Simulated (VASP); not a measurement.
# Ga2SnSe (P-3m1) in VASP: density of states with PBE

Aim: the density of states of Ga2SnSe with PBE.

Everything below comes from runs of VASP 6.6.1. Logs are shortened: lines on timing, memory, paths and dates and some standing lists are left out, and cuts for length are marked.

**1. The structure**

It takes space group P-3m1 (No. 164, trigonal). Conventional cell: a = 3.944 Å, b = 3.944 Å, c = 16.368 Å, α = 90.00°, β = 90.00°, γ = 120.00°. Ga (site symmetry 3m) has 1 Ga at 2.47 Å and 3 Se at 2.54 Å as nearest neighbours. Ga (site symmetry 3m) has 3 Ga at 2.61 Å and 4 Sn at 2.84 to 2.96 Å as nearest neighbours. Around Sn (site symmetry 3m) lie 4 Ga at 2.84 to 2.96 Å. Around Se (site symmetry 3m) lie 3 Ga at 2.54 Å.

The cell was built by a generator and needn't be a form met in nature.

**2. Density of states, PBE**

POSCAR reads:

```
Ga2SnSe
1.0
    3.9439430000      0.0000000000      0.0000000000
   -1.9719720000      3.4155550000      0.0000000000
    0.0000000000      0.0000000000     16.3682600000
Ga Sn Se
4 2 2
Direct
    0.0000000000      0.0000000000      0.0753750000
    0.0000000000      0.0000000000      0.9246250000
    0.3333330000      0.6666670000      0.4611690000
    0.6666670000      0.3333330000      0.5388310000
    0.3333330000      0.6666670000      0.6423020000
    0.6666670000      0.3333330000      0.3576980000
    0.3333330000      0.6666670000      0.1434730000
    0.6666670000      0.3333330000      0.8565270000
```

INCAR.step1 reads:

```
SYSTEM = Ga2SnSe
PREC     = Accurate       ! precision mode
ENCUT    = 520            ! plane-wave cutoff, eV
EDIFF    = 1E-7           ! SCF threshold, eV
ISMEAR   = 0              ! smearing method
SIGMA    = 0.1            ! smearing width, eV
LREAL    = .False.        ! projectors in reciprocal space
LASPH    = .True.         ! aspherical terms in the spheres
NELM     = 100            ! most SCF steps
ALGO     = Fast           ! electronic algorithm
ISIF     = 2              ! what is computed and relaxed
LWAVE    = .False.        ! write WAVECAR
LCHARG   = .True.         ! write CHGCAR
GGA      = PE             ! functional
NBANDS   = 56             ! bands
KPAR     = 4
```

KPOINTS.step1 reads:

```
regular mesh
0
Gamma
  10 10 2
  0 0 0
```

INCAR.step2 reads:

```
SYSTEM = Ga2SnSe
PREC     = Accurate       ! precision mode
ENCUT    = 520            ! plane-wave cutoff, eV
EDIFF    = 1E-7           ! SCF threshold, eV
ISMEAR   = -5             ! smearing method
SIGMA    = 0.1            ! smearing width, eV
LREAL    = .False.        ! projectors in reciprocal space
LASPH    = .True.         ! aspherical terms in the spheres
NELM     = 100            ! most SCF steps
ALGO     = Fast           ! electronic algorithm
ISIF     = 2              ! what is computed and relaxed
LWAVE    = .False.        ! write WAVECAR
LCHARG   = .False.        ! write CHGCAR
GGA      = PE             ! functional
LORBIT   = 11             ! projections on sites
NBANDS   = 56             ! bands
KPAR     = 4            
NEDOS    = 2001           ! points of the DOS
ICHARG   = 11             ! starting density
```

KPOINTS.step2 reads:

```
regular mesh
0
Gamma
  15 15 3
  0 0 0
```

Potentials or basis: VASP PAW PBE potentials, release 64 (Ga_d, Sn_d, Se).

Run with:

```sh
$ cat potpaw_PBE.64/Ga_d/POTCAR potpaw_PBE.64/Sn_d/POTCAR potpaw_PBE.64/Se/POTCAR > POTCAR
$ cp INCAR.step1 INCAR
$ cp KPOINTS.step1 KPOINTS
$ mpirun -np 4 vasp_std > vasp.out
$ cp INCAR.step2 INCAR
$ cp KPOINTS.step2 KPOINTS
$ mpirun -np 4 vasp_std > vasp.out
```

OUTCAR:

```text
SYSTEM = Ga2SnSe
   PREC = Accurate
   ENCUT = 520
   EDIFF = 1E-7
   ISMEAR = -5
   LREAL = .False.
   LASPH = .True.
   NELM = 100
   ISIF = 2
   GGA = PE
   LORBIT = 11
   ICHARG = 11

 ion  position               nearest neighbor table
   1  0.000  0.000  0.075-   2 2.47   7 2.54   7 2.54   7 2.54
   2  0.000  0.000  0.925-   1 2.47   8 2.54   8 2.54   8 2.54
   3  0.333  0.667  0.461-   4 2.61   4 2.61   4 2.61   6 2.84   6 2.84   6 2.84   5 2.96
   4  0.667  0.333  0.539-   3 2.61   3 2.61   3 2.61   5 2.84   5 2.84   5 2.84   6 2.96
   5  0.333  0.667  0.642-   4 2.84   4 2.84   4 2.84   3 2.96
   6  0.667  0.333  0.358-   3 2.84   3 2.84   3 2.84   4 2.96
   7  0.333  0.667  0.143-   1 2.54   1 2.54   1 2.54
   8  0.667  0.333  0.857-   2 2.54   2 2.54   2 2.54

  LATTYP: Found a hexagonal cell.
 ALAT       =     3.9439430000
 C/A-ratio  =     4.1502273233

  Lattice vectors:

 A1 = (   3.9439430000,   0.0000000000,   0.0000000000)
 A2 = (  -1.9719720000,   3.4155550000,   0.0000000000)
 A3 = (   0.0000000000,   0.0000000000,  16.3682600000)

Analysis of symmetry for initial positions (statically):
=====================================================================
 Subroutine PRICEL returns:
 Original cell was already a primitive cell.

 Routine SETGRP: Setting up the symmetry group for a
 hexagonal supercell.

 Subroutine GETGRP returns: Found 12 space group operations
 (whereof 12 operations were pure point group operations)
 out of a pool of 24 trial point group operations.

The static configuration has the point symmetry D_3d.

Analysis of symmetry for dynamics (positions and initial velocities):
=====================================================================
 Subroutine PRICEL returns:
 Original cell was already a primitive cell.

 Routine SETGRP: Setting up the symmetry group for a
 hexagonal supercell.

 Subroutine GETGRP returns: Found 12 space group operations
 (whereof 12 operations were pure point group operations)
 out of a pool of 24 trial point group operations.

The dynamic configuration has the point symmetry D_3d.

 Subroutine INISYM returns: Found 12 space group operations
 (whereof 12 operations are pure point group operations),
 and found     1 'primitive' translations

----------------------------------------------------------------------------------------

                                     Primitive cell

  volume of cell :     220.4928

  direct lattice vectors                    reciprocal lattice vectors
     3.943943000  0.000000000  0.000000000     0.253553360  0.146389131  0.000000000
    -1.971972000  3.415555000  0.000000000     0.000000000  0.292778187  0.000000000
     0.000000000  0.000000000 16.368260000     0.000000000  0.000000000  0.061093849

  length of vectors
     3.943943000  3.943943398 16.368260000     0.292778216  0.292778187  0.061093849

  position of ions in fractional coordinates (direct lattice)
     0.000000000  0.000000000  0.075375000
     0.000000000  0.000000000  0.924625000
     0.333333000  0.666667000  0.461169000
     0.666667000  0.333333000  0.538831000
     0.333333000  0.666667000  0.642302000
     0.666667000  0.333333000  0.357698000
     0.333333000  0.666667000  0.143473000
     0.666667000  0.333333000  0.856527000

  ion indices of the primitive-cell ions
   primitive index   ion index
                 1           1
                 2           2
                 3           3
                 4           4
                 5           5
                 6           6
                 7           7
                 8           8

----------------------------------------------------------------------------------------

 KPOINTS: regular mesh

Automatic generation of k-mesh.
 Grid dimensions read from file:
 generate k-points for:   15   15    3

 Generating k-lattice:

  Cartesian coordinates                     Fractional coordinates (reciprocal lattice)
     0.016903557  0.009759275  0.000000000     0.066666667  0.000000000  0.000000000
     0.000000000  0.019518546  0.000000000     0.000000000  0.066666667  0.000000000
     0.000000000  0.000000000  0.020364616     0.000000000  0.000000000  0.333333333

  Length of vectors
     0.019518548  0.019518546  0.020364616

  Shift w.r.t. Gamma in fractional coordinates (k-lattice)
     0.000000000  0.000000000  0.000000000

 TETIRR: Found    942 inequivalent tetrahedra from     4050

 Subroutine IBZKPT returns following result:
 ===========================================

 Found     73 irreducible k-points:

 Following reciprocal coordinates:
            Coordinates               Weight
  0.000000  0.000000  0.000000      1.000000
  0.066667  0.000000  0.000000      6.000000
  0.133333  0.000000  0.000000      6.000000
  0.200000  0.000000  0.000000      6.000000
  0.266667  0.000000  0.000000      6.000000
  0.333333  0.000000  0.000000      6.000000
[... 16 lines left out ...]
  0.333333  0.200000  0.000000     12.000000
  0.400000  0.200000  0.000000      6.000000
 [... further k-points ...]
   k-points           NKPTS =     73   k-points in BZ     NKDIM =     73   number of bands    NBANDS=     56
   number of dos      NEDOS =   2001   number of ions     NIONS =      8
   total plane-waves  NPLWV = 113400
   dimension x,y,z NGX =    30 NGY =   30 NGZ =  126
   dimension x,y,z NGXF=    60 NGYF=   60 NGZF=  252
   ions per type =               4   2   2
   NGX,Y,Z   is equivalent  to a cutoff of  12.65, 12.65, 12.80 a.u.
   NGXF,Y,Z  is equivalent  to a cutoff of  25.29, 25.29, 25.59 a.u.
 SYSTEM =  Ga2SnSe
   PREC   = accura    normal or accurate (medium, high low for compatibility)
   ISTART =      0    job   : 0-new  1-cont  2-samecut
   ICHARG =     11    charge: 1-file 2-atom 10-const
   ISPIN  =      1    spin polarized calculation?
   LNONCOLLINEAR =      F non collinear calculations
   LSORBIT =      F    spin-orbit coupling
   LASPH  =      T    aspherical Exc in radial PAW
   ENCUT  =  520.0 eV  38.22 Ry    6.18 a.u.   7.33  7.33 30.43*2*pi/ulx,y,z
   NELM   =    100;   NELMIN=  2; NELMDL=  0     # of ELM steps
   EDIFF  = 0.1E-06   stopping-criterion for ELM
   LREAL  =      F    real-space projection
   EDIFFG = 0.1E-05   stopping-criterion for IOM
   NSW    =      0    number of steps for IOM
   IBRION =     -1    ionic relax: 0-MD 1-quasi-New 2-CG
   NFREE  =      0    steps in history (QN), initial steepest desc. (CG)
   ISIF   =      2    stress and relaxation
   ISYM   =      2    0-nonsym 1-usesym 2-fastsym
   POTIM  = 0.5000    time-step for ionic-motion
   TEBEG  =    0.0;   TEEND  =   0.0 temperature during run
   PSTRESS=    0.0 pullay stress
   NELECT =      92.0000    total number of electrons
   NUPDOWN=      -1.0000    fix difference up-down
   EMIN   =  10.00;   EMAX   =-10.00  energy-range for DOS
   EFERMI =   0.00;   METHOD = LEGACY
   ISMEAR =    -5;   SIGMA  =   0.10  broadening in eV -4-tet -1-fermi 0-gaus
   EFERMI_NEDOS =   21; number of points for ismear=-14 and -15
   IALGO  =     68    algorithm
   IMIX   =      4    mixing-type and parameters
     AMIX     =   0.40;   BMIX     =  1.00
     AMIX_MAG =   1.60;   BMIX_MAG =  1.00
  volume/ion in A,a.u.               =      27.56       185.99
  Fermi-wavevector in a.u.,A,eV,Ry     =   1.223318  2.311735 20.361206  1.496506
  Thomas-Fermi vector in A             =   2.358433
   LORBIT       =     11    0 simple, 1 ext, 2 COOP (PROOUT), +10 PAW based schemes
   GGA     = PE    functional components
   LHFCALC =     F    Hartree Fock is set to
   AEXX    =    0.0000 exact exchange contribution
   IVDW    =     0    specifies the selected vdW correction
   LEPSILON=     F    determine dielectric tensor
   LRPA    =     F    only Hartree local field effects (RPA)
 non-spin polarized calculation
 RMM-DIIS sequential band-by-band and
 Fermi weights with tetrahedron method with Bloechl corrections
  energy-cutoff  :      520.00
  volume of cell :      220.49
 maximum number of plane-waves:      5995
 NGX is ok and might be reduce to    30

 number of electron      92.0000038 magnetization

 Free energy of the ion-electron system (eV)
  ---------------------------------------------------
  ext. energy  EPLUGINS =         0.00000000
  ---------------------------------------------------
  free energy    TOTEN  =       -28.01386256 eV

  energy without entropy =      -28.01386256  energy(sigma->0) =      -28.01386256

 E-fermi :   4.2135     XC(G=0):  -9.0961

 val. band max:        4.2603682737   @ k =   0.0667   0.0000   0.0000
 cond. band min:       4.1448789374   @ k =   0.2000   0.2000   0.0000
 fundamental gap:     -0.1154893363
 Fermi energy:         4.2134936685

 k-point     1 :       0.0000    0.0000    0.0000
  band No.  band energies     occupation
      1     -17.1730      2.00000
      2     -17.1730      2.00000
      3     -17.1728      2.00000
      4     -17.1728      2.00000
      5     -17.1489      2.00000
      6     -17.1487      2.00000
[... 48 lines left out ...]
     55       8.2897      0.00000
     56       8.9328      0.00000

 k-point     2 :       0.0667    0.0000    0.0000
  band No.  band energies     occupation
      1     -17.1732      2.00000
      2     -17.1730      2.00000
      3     -17.1718      2.00000
      4     -17.1715      2.00000
      5     -17.1481      2.00000
      6     -17.1480      2.00000
[... 1291 lines left out ...]
  band No.  band energies     occupation
      1     -17.1725      2.00000
      2     -17.1716      2.00000
      3     -17.1559      2.00000
      4     -17.1556      2.00000
      5     -17.1477      2.00000
      6     -17.1474      2.00000
[... 48 lines left out ...]
     55       8.6102      0.00000
     56       8.9232      0.00000

 [... further k-points ...]

------------------------ aborting loop because EDIFF is reached ----------------------------------------

  FORCE on cell =-STRESS in cart. coord.  units (eV):
  Direction    XX          YY          ZZ          XY          YZ          ZX
  --------------------------------------------------------------------------------------
  -------------------------------------------------------------------------------------
  Total       -0.1513467     -0.1513467     -0.1619440      0.0000000      0.0000000      0.0000000
  in kB       -1.0997375     -1.0997376     -1.1767415      0.0000002      0.0000000      0.0000000
  external PRESSURE =      -1.1254055 kB  Pullay stress =       0.0000000 kB

 VOLUME and BASIS-vectors are now :
 -----------------------------------------------------------------------------
  energy-cutoff  :      520.00
  volume of cell :      220.49
      direct lattice vectors                 reciprocal lattice vectors
     3.943943000  0.000000000  0.000000000     0.253553360  0.146389131  0.000000000
    -1.971972000  3.415555000  0.000000000     0.000000000  0.292778187  0.000000000
     0.000000000  0.000000000 16.368260000     0.000000000  0.000000000  0.061093849

 POSITION                                       TOTAL-FORCE (eV/Angst)
 -----------------------------------------------------------------------------------
      0.00000      0.00000      1.23376        -0.000000      0.000000      0.021585
      0.00000      0.00000     15.13450        -0.000000      0.000000     -0.021585
     -0.00000      2.27704      7.54853        -0.000000     -0.000000     -0.022324
      1.97197      1.13852      8.81973         0.000000      0.000000      0.022324
     -0.00000      2.27704     10.51337        -0.000000     -0.000000      0.014154
      1.97197      1.13852      5.85489         0.000000      0.000000     -0.014154
     -0.00000      2.27704      2.34840         0.000000      0.000000     -0.015775
      1.97197      1.13852     14.01986        -0.000000      0.000000      0.015775
 -----------------------------------------------------------------------------------
    total drift:                                0.000000      0.000000      0.000000

  FREE ENERGIE OF THE ION-ELECTRON SYSTEM (eV)
  ---------------------------------------------------
  free  energy   TOTEN  =       -28.0138625643 eV

  energy  without entropy=      -28.0138625643  energy(sigma->0) =      -28.01386256

 total charge

# of ion       s       p       d       tot
------------------------------------------
    1        0.912   0.669   9.980  11.562
    2        0.912   0.669   9.980  11.562
    3        0.940   0.760   9.956  11.656
    4        0.940   0.760   9.956  11.656
    5        1.309   0.884   9.964  12.157
    6        1.309   0.884   9.964  12.157
    7        1.471   2.322   0.024   3.818
    8        1.471   2.322   0.024   3.818
--------------------------------------------------
tot          9.264   9.270  59.849  78.383
```

Wall time 4.9 min (4 MPI ranks of Intel Xeon 6975P-C (Granite Rapids), shared host); peak memory 0.83 GiB.

Results:

```yaml
Valence_electrons_inside_the_program's_atomic_spheres: Ga 11.56, 11.66; Sn 12.16; Se 3.82
```

Levels at points of the mesh, in eV from the Fermi level:
```csv
k point,band 44,band 45,band 46,band 47,band 48,band 49
"(0.00, 0.00, 0.00)",-0.10,0.83,1.12,1.12,1.88,2.17
```

States per cell in windows of 1 eV (zero at the Fermi level; states under -8 eV left out):
| from (eV) | total | Se7_p | Se8_p | Sn5_p | Sn6_p | Ga1_p | Ga2_p |
| --- | --- | --- | --- | --- | --- | --- | --- |
| -8.0 | 3.18 | 0.12 | 0.12 | 0.01 | 0.01 | 0.03 | 0.03 |
| -7.0 | 1.77 | 0.13 | 0.13 | 0.01 | 0.01 | 0.03 | 0.03 |
| -6.0 | 2.27 | 0.07 | 0.07 | 0.06 | 0.06 | 0.01 | 0.01 |
| -5.0 | 4.19 | 0.41 | 0.41 | 0.05 | 0.05 | 0.15 | 0.15 |
| -4.0 | 5.19 | 0.94 | 0.94 | 0.04 | 0.04 | 0.22 | 0.22 |
| -3.0 | 3.87 | 0.44 | 0.44 | 0.18 | 0.18 | 0.14 | 0.14 |
| -2.0 | 3.47 | 0.14 | 0.14 | 0.32 | 0.32 | 0.06 | 0.06 |
| -1.0 | 1.75 | 0.03 | 0.03 | 0.20 | 0.20 | 0.01 | 0.01 |
| 0.0 | 2.42 | 0.11 | 0.11 | 0.19 | 0.19 | 0.03 | 0.03 |
| 1.0 | 5.29 | 0.26 | 0.26 | 0.34 | 0.34 | 0.19 | 0.19 |
| 2.0 | 5.54 | 0.18 | 0.18 | 0.48 | 0.48 | 0.25 | 0.25 |
| 3.0 | 3.70 | 0.12 | 0.12 | 0.18 | 0.18 | 0.28 | 0.28 |
| 4.0 | 2.85 | 0.05 | 0.05 | 0.16 | 0.16 | 0.12 | 0.12 |
| 5.0 | 0.16 | 0.00 | 0.00 | 0.00 | 0.00 | 0.01 | 0.01 |

Caveat: this functional lacks dispersion, which binds the layers, so the pressure and a relaxed spacing across them are unreliable; tetrahedron occupations give inexact forces and stress in metals.
